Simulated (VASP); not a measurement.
Level of theory: rev-vdW-DF2, VASP's PBE PAW potentials (set 64) (plane waves; VASP).

Input for VASP

### INCAR
```
ISMEAR = 0
ISIF = 2
AGGAC = 0.0
PREC = Accurate
PARAM2 = 0.7114
EDIFF = 1E-7
ZAB_VDW = -1.8867
LCHARG = .False.
NELM = 100
ENCUT = 520
LASPH = .True.
ALGO = Normal   ! blocked Davidson
LUSE_VDW = .True.
SIGMA = 0.05
PARAM1 = 0.1234568
SYSTEM = MgO
LREAL = .False.   ! projection in real space or not
LWAVE = .False.
GGA = MK
```

KPOINTS:
```
Regular mesh
0
G
  11 11 11
0 0 0
```

### POSCAR
```
MgO
4.1356260
  0.0000000000   0.5000000578   0.5000000578
  0.5000000578   0.0000000000   0.5000000578
  0.5000000578   0.5000000578   0.0000000000
Mg O
1 1
Direct
  0.0000000000   0.0000000000   0.0000000000
  0.5000000000   0.5000000000   0.5000000000
```

POTCAR, in this order: Mg O (PBE.64 set). Program: vasp_std.

Output

OSZICAR:
```
       N       E                     dE             d eps       ncg     rms          rms(c)
DAV:   1     0.137887655572E+02    0.13789E+02   -0.49145E+03  1080   0.887E+02
DAV:   2    -0.108541010049E+02   -0.24643E+02   -0.23875E+02  1080   0.139E+02
DAV:   3    -0.111576539964E+02   -0.30355E+00   -0.30355E+00  1144   0.171E+01
DAV:   4    -0.111581380467E+02   -0.48405E-03   -0.48405E-03  1280   0.597E-01
DAV:   5    -0.111581383163E+02   -0.26968E-06   -0.26968E-06  1144   0.943E-03    0.734E+00
DAV:   6    -0.957228313789E+01    0.15859E+01   -0.99425E+00   896   0.227E+01    0.220E+00
DAV:   7    -0.955542118311E+01    0.16862E-01   -0.34242E-02   960   0.237E+00    0.130E+00
DAV:   8    -0.954734504216E+01    0.80761E-02   -0.21952E-02   912   0.222E+00    0.136E-01
DAV:   9    -0.954729200893E+01    0.53033E-04   -0.28797E-04  1360   0.157E-01    0.661E-02
DAV:  10    -0.954736705201E+01   -0.75043E-04   -0.87345E-05   928   0.100E-01    0.396E-03
DAV:  11    -0.954736686751E+01    0.18451E-06   -0.11720E-06  1248   0.864E-03    0.226E-03
DAV:  12    -0.954736680691E+01    0.60593E-07   -0.24823E-07   912   0.487E-03
   1 F= -.95473668E+01 E0= -.95473668E+01  d E =-.198334E-11
```

**OUTCAR**
```
------------------------ aborting loop because EDIFF is reached ----------------------------------------
  FORCE on cell =-STRESS in cart. coord.  units (eV):
  Direction    XX          YY          ZZ          XY          YZ          ZX
  --------------------------------------------------------------------------------------
  Total        1.2335436      1.2335436      1.2335436      0.0000000     -0.0000000     -0.0000000
  in kB      111.7637998    111.7637998    111.7637998      0.0000000     -0.0000000     -0.0000000
  external PRESSURE =     111.7637998 kB  Pullay stress =       0.0000000 kB
  volume of cell :       17.68
      direct lattice vectors                 reciprocal lattice vectors
     0.000000000  2.067813239  2.067813239    -0.241801334  0.241801334  0.241801334
     2.067813239  0.000000000  2.067813239     0.241801334 -0.241801334  0.241801334
     2.067813239  2.067813239  0.000000000     0.241801334  0.241801334 -0.241801334
  FREE ENERGIE OF THE ION-ELECTRON SYSTEM (eV)
  ---------------------------------------------------
  free  energy   TOTEN  =        -9.5473668069 eV

  energy  without entropy=       -9.5473668069  energy(sigma->0) =       -9.54736681
```
(Selected blocks of OUTCAR.)

The compound is MgO in the rock salt structure. This cell is one point of a volume scan, at 0.94 of the reference volume.
